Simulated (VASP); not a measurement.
OSZICAR of a VASP run on Eu (bcc):

**OSZICAR**
```
       N       E                     dE             d eps       ncg     rms          rms(c)
DAV:   1     0.959161329297E+01    0.95916E+01   -0.37392E+03   784   0.805E+02
DAV:   2    -0.189291842647E+01   -0.11485E+02   -0.11334E+02  1032   0.112E+02
DAV:   3    -0.209090606776E+01   -0.19799E+00   -0.19248E+00  1128   0.110E+01
DAV:   4    -0.209228514697E+01   -0.13791E-02   -0.13789E-02  1120   0.116E+00
DAV:   5    -0.209229202021E+01   -0.68732E-05   -0.68730E-05  1128   0.750E-02    0.634E+00
DAV:   6    -0.210275167251E+01   -0.10460E-01   -0.94340E-04  1184   0.375E-01    0.379E+00
DAV:   7    -0.210854373531E+01   -0.57921E-02   -0.22965E-03  1096   0.549E-01    0.473E-02
DAV:   8    -0.210853192550E+01    0.11810E-04   -0.86176E-05  1320   0.851E-02    0.155E-02
DAV:   9    -0.210853354417E+01   -0.16187E-05   -0.50551E-06  1208   0.213E-02    0.479E-03
DAV:  10    -0.210853317936E+01    0.36481E-06   -0.77132E-07   592   0.743E-03
   1 F= -.21085332E+01 E0= -.21084361E+01  d E =-.210853E+01
       N       E                     dE             d eps       ncg     rms          rms(c)
DAV:   1    -0.234803080432E+01   -0.23950E+00   -0.43767E+00   824   0.215E+01    0.187E+00
DAV:   2    -0.220602374101E+01    0.14201E+00   -0.13998E-01  1136   0.369E+00    0.101E+00
DAV:   3    -0.214626586552E+01    0.59758E-01   -0.17554E-01  1160   0.397E+00    0.464E-01
DAV:   4    -0.214613515985E+01    0.13071E-03   -0.13038E-03   880   0.320E-01    0.223E-01
DAV:   5    -0.214613882550E+01   -0.36656E-05   -0.38428E-04  1136   0.166E-01    0.178E-02
DAV:   6    -0.214613429925E+01    0.45262E-05   -0.14101E-05  1208   0.331E-02    0.518E-03
DAV:   7    -0.214613464521E+01   -0.34595E-06   -0.36141E-07   488   0.472E-03
   2 F= -.21461346E+01 E0= -.21461652E+01  d E =-.376015E-01
       N       E                     dE             d eps       ncg     rms          rms(c)
DAV:   1    -0.234989498829E+01   -0.20376E+00   -0.41217E+00   816   0.212E+01    0.183E+00
DAV:   2    -0.221667543089E+01    0.13322E+00   -0.13313E-01  1136   0.364E+00    0.978E-01
DAV:   3    -0.216150171009E+01    0.55174E-01   -0.16280E-01  1152   0.389E+00    0.454E-01
DAV:   4    -0.216141022314E+01    0.91487E-04   -0.13735E-03   808   0.318E-01    0.179E-01
DAV:   5    -0.216140752030E+01    0.27028E-05   -0.31836E-04  1136   0.167E-01    0.199E-02
DAV:   6    -0.216140225334E+01    0.52670E-05   -0.13419E-05  1160   0.333E-02    0.484E-03
DAV:   7    -0.216140257534E+01   -0.32200E-06   -0.31441E-07   424   0.469E-03
   3 F= -.21614026E+01 E0= -.21613291E+01  d E =-.528694E-01
       N       E                     dE             d eps       ncg     rms          rms(c)
DAV:   1    -0.216904589230E+01   -0.76436E-02   -0.16088E-01   848   0.419E+00    0.359E-01
DAV:   2    -0.216393575320E+01    0.51101E-02   -0.51261E-03  1136   0.722E-01    0.191E-01
DAV:   3    -0.216180941349E+01    0.21263E-02   -0.63648E-03  1136   0.777E-01    0.903E-02
DAV:   4    -0.216181106886E+01   -0.16554E-05   -0.63197E-05   928   0.689E-02    0.327E-02
DAV:   5    -0.216181262040E+01   -0.15515E-05   -0.12655E-05  1144   0.340E-02    0.417E-03
DAV:   6    -0.216181214235E+01    0.47804E-06   -0.44095E-07   488   0.647E-03
   4 F= -.21618121E+01 E0= -.21616778E+01  d E =-.532790E-01
```

Task: Which electronic solver shows in the log?

Result: It is blocked Davidson (ALGO = Normal, or the opening steps of other solvers). The INCAR had ALGO = Normal.

Task: Can the final energy be trusted as converged?

Result: The calculation finished and met its thresholds. It stopped with EDIFF = 1E-6, NELM = 100, NSW = 60 and EDIFFG = -0.01 after 4 ionic steps (PBEsol GGA, plane waves, VASP's PBE PAW potentials (set 64)). The 4f electrons are frozen in the core of the lanthanide potential, so 4f levels, which can set the real gap, and their magnetism are missing. Energy and stress use the plane-wave basis of the starting cell.

The compound is Eu in the bcc structure. This run relaxes it. Symmetry was kept, so distortions that lower it aren't found.
